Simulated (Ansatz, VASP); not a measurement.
# LiF (Griceite): VASP beside Ansatz, part 2 of 2

Wanted: the spread between two codes on one cell, functional and k mesh. The cell is taken from a series of runs on this material, whose earlier steps may have relaxed, scaled, displaced or heated it; both programs get it as it stands.

VASP 6.6.1 and Ansatz 0.2.0.

So far: The starting structure; VASP: zone-centre phonons, LDA.

## Step 3: Ansatz: zone-centre phonons, LDA

Level of this step: Ansatz beside VASP: Kohn-Sham DFT, plane waves, LDA (Ansatz).

Ansatz runs on norm-conserving files, of PseudoDojo where its log says so.

The same cell, functional (in two slightly different forms) and mesh now go to Ansatz.

File input.yaml:

```yaml
crystal:
  lattice:
    - [0.0, 1.9526049278, 1.9526049278]
    - [1.9526049278, 0.0, 1.9526049278]
    - [1.9526049278, 1.9526049278, 0.0]
  atoms:
    - { symbol: Li, position: [0.0, 0.0, 0.0] }
    - { symbol: F, position: [0.5, 0.5, 0.5] }
kpoints:
  mp_grid: { grid: [12, 12, 12] }
hamiltonian:
  xc: lda
  pseudopotentials: { kind: nc, accuracy: standard }
scf:
  occupations: { method: fixed }
output:
  eigenvalues: true
basis:
  ecutwfc: 925.187
phonons:
  method: dfpt
  dielectric: true
  rigid_motions: translations
```

Launch:

```bash
ansatz run input.yaml --threads 2 --pin off --max-ram 4096MiB --backend cpu --events-out ev --progress --plain --runs-dir out
```

What it wrote:

```text
Warning: basis.ecutwfc = 925.187 eV is below the records' recommended 1142.878222 eV, and the density's cutoff is lower with it unless basis.ecutrho_ratio is high enough to keep the records' density cutoff: compare with a run at a higher cutoff
Engine: ansatz 0.2.0, x86_64-unknown-linux-gnu
Pseudopotentials: kind: nc
Pseudopotential: Li, nc, valence charge 3, recommended cutoff 1006.821291 eV (normal), Li.nc.azcp (PseudoDojo's, or run here from an input of PseudoDojo's; its table is named by hamiltonian.pseudopotentials.accuracy)
Pseudopotential: F, nc, valence charge 7, recommended cutoff 1142.878222 eV (normal), F.nc.azcp (PseudoDojo's, or run here from an input of PseudoDojo's; its table is named by hamiltonian.pseudopotentials.accuracy)
Functional definition: SPW92
  exchange = slater_x
  correlation = pw_c
Crystal: 2 atoms, lattice volume = 14.889 Å³
Basis set: ecut = 925.187 eV, 941 PW (Γ), exchange–correlation on 60×60×60 points (8 copies of the dense FFT grid, shifted against one another)
Bands: 9, of which v1, the nominal top of the filled ones, is band 5 counted from 1 (4 counted from 0)
Symmetry: 48 space group operations
k-points: 163 of 1728 (irreducible under 8 space group operations, time reversal used)
Non-local potential: Li, projectors of the file, l = 0: 2, l = 1: 2
Non-local potential: F, projectors of the file, l = 0: 2, l = 1: 2, l = 2: 1
Initial density: superposition of atomic densities (chi_scale 0.1, normalization cell, long waves kept (reshape's long-wave potential 0.00 eV rms))
Initial wavefunctions: pseudopotential atomic-orbital guess
Functional: x = slater, c = lda
SCF iter   1: F=—  HF=-866.349562 eV  |F-HF|=—  |Δ(HF+E_count)|=         —  Δρ=7.57e-2  dr2=3.59e-1  ethr=3.10e-3  ⟨swp⟩=4.7  Hψ=9077  notcnv=0  defer=308
preconditioner: auto → none  [insulator: Δε(μ)=9.241 eV  Ē_g=22.727 eV  n_scr=0 (ndim 8)  ℏωp=27.2 eV  f_vac=0.000  ε∞_Penn≈2.4]
SCF iter   2: F=—  HF=-866.179444 eV  |F-HF|=—  |Δ(HF+E_count)|=   1.70e-1  Δρ=3.02e-2  dr2=6.66e-2  ethr=3.10e-3  ⟨swp⟩=2.0  Hψ=3101  notcnv=0  defer=322
SCF iter   3: F=—  HF=-866.152447 eV  |F-HF|=—  |Δ(HF+E_count)|=   2.70e-2  Δρ=1.36e-2  dr2=1.41e-2  ethr=6.66e-4  ⟨swp⟩=2.0  Hψ=2618  notcnv=0  defer=322
SCF iter   4: F=—  HF=-866.147757 eV  |F-HF|=—  |Δ(HF+E_count)|=   4.69e-3  Δρ=2.49e-3  dr2=1.52e-4  ethr=1.41e-4  ⟨swp⟩=2.7  Hψ=2358  notcnv=0  defer=322
SCF iter   5: F=—  HF=-866.147772 eV  |F-HF|=—  |Δ(HF+E_count)|=   1.54e-5  Δρ=9.84e-5  dr2=4.88e-7  ethr=1.52e-6  ⟨swp⟩=1.4  Hψ=1557  notcnv=0  defer=325
SCF iter   6: F=—  HF=-866.147775 eV  |F-HF|=—  |Δ(HF+E_count)|=   3.30e-6  Δρ=1.09e-5  dr2=5.13e-9  ethr=4.88e-9  ⟨swp⟩=2.6  Hψ=2243  notcnv=0  defer=138
SCF iter   7: F=-866.147775 eV  HF=-866.147775 eV  |F-HF|=8.75e-12  |Δ(HF+E_count)|=  2.78e-10  Δρ=9.66e-7  dr2=1.87e-11  ethr=1.00e-12  ⟨swp⟩=6.9  Hψ=9468  notcnv=0
SCF 1 converged in 7 iterations: F = -866.147775 eV  dr2 = 1.87e-11
NSCF: frozen V_eff on 1 k-points
DFPT response loops at Γ: preconditioner auto → none (the input reference at scf.mixing.eps_inf says where Resta's filter doesn't serve); β = 0.50; Broyden in place of MSR1
SCF converged after 7 iterations
Free energy (F): -866.147775 eV
Harris-Foulkes:  -866.147775 eV  (|F-HF|=8.75e-12)
Internal energy: -866.147775 eV  (E = F + TS)
E sigma→0 (E₀):  -866.147775 eV
Fermi energy:    1.282310 eV
--- Per-component energies (eV) ---
  E_band       = -112.563736
  E_kinetic    = 583.210368
  E_local      = -698.298349  (includes V_loc(G=0)·N_el)
  E_nonlocal   = -196.963866
  E_hartree    = 213.201341
  E_xc         = -192.649949
  E_vxc        = -226.914526  (∫ρ·V_xc dr)
  E_ewald      = -574.647320
  E_smearing   = -0.000000  (= −TS)
  E_closure    = 0.000000  (closes the sum)
  Σ components = -866.147775   (vs F -866.147775, Δ=0.00e0)
--- Band table (eV; the first three rows and the last of 163) ---
  k-point 0: bands = ["-38.2325", "-18.4926", "1.2804", "1.2804", "1.2804", "11.0337", "26.0019", "26.0019", "26.0019"]
  k-point 1: bands = ["-38.2256", "-18.4615", "1.0536", "1.2618", "1.2618", "11.2322", "23.5705", "24.8720", "24.8720"]
  k-point 2: bands = ["-38.2069", "-18.3748", "0.4735", "1.2119", "1.2119", "11.6981", "21.2610", "23.5195", "23.5195"]
  k-point 162: bands = ["-38.1030", "-17.6607", "-1.1647", "-1.1647", "0.3851", "16.7132", "16.7132", "19.2270", "21.5140"]
--- Phonons (Γ-DFPT): 2 representative perturbations + reference, on 163 of 1728 k-points (Σ response iterations 7) ---
  k mesh reduced under 8 symmetry operations, with k and −k counted as one. Each operation leaves every solved perturbation unchanged. A smaller set is not considered because the run solves the response to a homogeneous field
  ASR residual: 1.749e-3 → 0.000e0 eV/Å²; symmetrization residual: 3.750e-7 eV/Å²
  ASR residual per site (eV/Å²): 2.30e-4 1.75e-3
  Γ frequencies (cm⁻¹): 0.00 0.00 0.00 340.90 340.90 340.90
  ε∞ (high-frequency dielectric tensor):
        2.113725    -0.000000    -0.000000
       -0.000000     2.113725    -0.000000
       -0.000000     0.000000     2.113725
  ε⁰ (static dielectric tensor: ions relaxed, cell fixed):
        8.185351     0.000000     0.000000
        0.000000     8.185351     0.000000
        0.000000     0.000000     8.185351
  ε⁰ − ε∞ (ionic part):
        6.071626     0.000000     0.000000
        0.000000     6.071626     0.000000
        0.000000     0.000000     6.071626
  softest optical mode at Γ: 340.90 cm⁻¹; the repairs (sum rule, projections) moved no ω² at Γ by more than (5.01 cm⁻¹)²
  Born effective charges Z* (e; rows j = field, columns β = displacement):
    site 0:
         1.04176    0.00000    0.00000
        -0.00000    1.04176    0.00000
         0.00000    0.00000    1.04176
    site 1:
        -1.04176   -0.00000   -0.00000
         0.00000   -1.04176   -0.00000
         0.00000   -0.00000   -1.04176
  Z* charge neutrality: 3.736e-5 e pre-enforcement
  k-mesh period / interband length: 33.1 Å / 0.79 Å = 42.09 at k = (0.0000, 0.0000, -0.5000), direct gap 11.189 eV — 14 or more, which is no proof of convergence
  optical modes at Γ without the LO–TO term, one row a degenerate level:
      ω (cm⁻¹)  modes    IR ((D/Å)²/amu)
        340.90      3            14.7769
  optical modes at Γ + LO–TO along q̂ = [1.0000, 0.0000, 0.0000]:
      ω (cm⁻¹)  modes    IR ((D/Å)²/amu)
        340.90      2             9.8513
        670.84      1             4.9256
  optical modes at Γ + LO–TO along q̂ = [0.0000, 1.0000, 0.0000]:
      ω (cm⁻¹)  modes    IR ((D/Å)²/amu)
        340.90      2             9.8513
        670.84      1             4.9256
  optical modes at Γ + LO–TO along q̂ = [0.0000, 0.0000, 1.0000]:
      ω (cm⁻¹)  modes    IR ((D/Å)²/amu)
        340.90      2             9.8513
        670.84      1             4.9256
```

## Step 4: Differences

Known differences besides the potentials themselves: fixed occupations in Ansatz, narrow Gaussian smearing in VASP; the cutoff is 925.187 eV in Ansatz and 750 eV in VASP; VASP's log shows a relativistic correction to its local exchange, Ansatz's none; Ansatz's log warns that its cutoff lies below the recommended one. Total energies have different zeros and are not compared.

Both answers:

| quantity | Ansatz | VASP | difference |
| --- | --- | --- | --- |
| ε∞ xx | 2.11 | 2.11 | +0.14 % |
| ε∞ yy | 2.11 | 2.11 | +0.14 % |
| ε∞ zz | 2.11 | 2.11 | +0.14 % |
| Born charge of Li1 (mean of the diagonal) (e) | 1.04 | 1.04 | 0.00 |
| Born charge of F2 (mean of the diagonal) (e) | -1.04 | -1.04 | 0.00 |
| optical mode 1 to 3 (cm⁻¹) | 340.9 | 344.7 | -1.10 % |

Modes are paired by rising frequency, not by their patterns, so a pair may set unlike modes beside each other; they are those without the splitting of longitudinal modes.

## Step 5: Summary of results

```
r.m.s. difference of the optical zone-centre modes, each program's sorted by frequency (zone-centre phonons, LDA) : 3.8 cm⁻¹
difference in optical mode 1 to 3 (zone-centre phonons, LDA)                                                      : -1.1 %
```

The r.m.s. difference of the optical zone-centre modes, each program's sorted by frequency is 3.8 cm⁻¹ (zone-centre phonons, LDA). Among the rows given in per cent, the largest difference of the zone-centre phonons, LDA pair is in optical mode 1 to 3, -1.1 %. Such differences can come from data sets, numerical settings and the points named under the comparisons, not from the functional's error against experiment.

[Lines on the potential files, build, host, timing and source positions are cut from VASP's logs without a mark.]

[Logs are printed without paths, hosts, clocks, repeated set-up lines and the standing remarks that a program may print on its own settings, such as how far it seeks lower states.]

[Hosts, paths, dates, database ids (printed as entryN), source tags and the programs' standing remarks are cut or masked in the printed files.]
